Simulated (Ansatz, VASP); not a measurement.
**One calculation of RbMg3, two programs**

```
Rb Mg
1.0
     5.14758    0.00000    0.00000
     0.00000    5.14758    0.00000
     0.00000    0.00000    5.14758
Rb Mg
1 3
Direct
  0.00000 0.00000 0.00000
  0.50000 0.00000 0.50000
  0.00000 0.50000 0.50000
  0.50000 0.50000 0.00000
```

Change from the starting cell: species swapped into the GaNi3 type (Pm-3m, No. 221).

Alike in both runs: functional PBE; k mesh 4 × 4 × 4; occupations gaussian, width 0.1 eV; no spin polarisation.

Ansatz relaxed the structure, and its values are those at the end. VASP's run is a single point on that final structure, the one shown.

|  | VASP | Ansatz |
| --- | --- | --- |
| version | VASP 6.6.1 | Ansatz 0.2.0 |
| potentials or method | VASP PAW PBE potentials, release 64 (Rb_sv, Mg) | scalar-relativistic, plane waves, PAW |
| plane-wave cutoff (eV) | 520 | 420 |
| valence electrons in the cell | 15 | 39 |

|  | VASP | Ansatz | Ansatz less VASP |
| --- | --- | --- | --- |
| gap on the k mesh at the Fermi level (eV) | none | none | - |
| pressure (GPa) | 0.1 | 0.1 | +0.03 |

A gap of «none» marks a metal or a gap that the smearing closes. The two sets of potentials don't hold the same shells in valence.
